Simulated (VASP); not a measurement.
Data:

```xyz
2
Lattice="2.6637 0.0000 0.0000 0.0000 2.6637 0.0000 0.0000 0.0000 2.6637" Properties=species:S:1:pos:R:3 pbc="T T T"
Cu     0.0000     0.0000     0.0000
F      1.3318     1.3318     1.3318
```

Calculation: PBEsol GGA, VASP's PBE PAW potentials (set 64) (plane waves; VASP 6.6.1). Numerical set-up: 620 eV cut-off, 14×14×14 Γ-centred mesh, first-order Methfessel-Paxton smearing of 0.10 eV, potentials Cu F.

Energy and stress use the plane-wave basis of the starting cell.

Problem. The ions, cell shape and volume at an external pressure of 20.0 GPa are relaxed. Give the cell that the relaxation ends in.

Solution. 
```xyz
2
Lattice="2.6165 0.0000 0.0000 0.0000 2.6165 0.0000 0.0000 0.0000 2.6165" Properties=species:S:1:pos:R:3 pbc="T T T"
Cu     0.0000     0.0000     0.0000
F      1.3082     1.3082     1.3082
```
Space group Pm-3m (221), at a tolerance of 0.03 Å.

Problem. How do energy and volume change from the first to the last step?

Solution. The energy (σ→0) changes by +45.4 meV/atom and the volume by -5.2 %, in 3 ionic steps.

The structure was generated: CuF was put into the CsCl type type (Pm-3m), which need not be its known phase. This run relaxes it under an external pressure of 20 GPa. Symmetry was kept, so distortions that lower it aren't found.
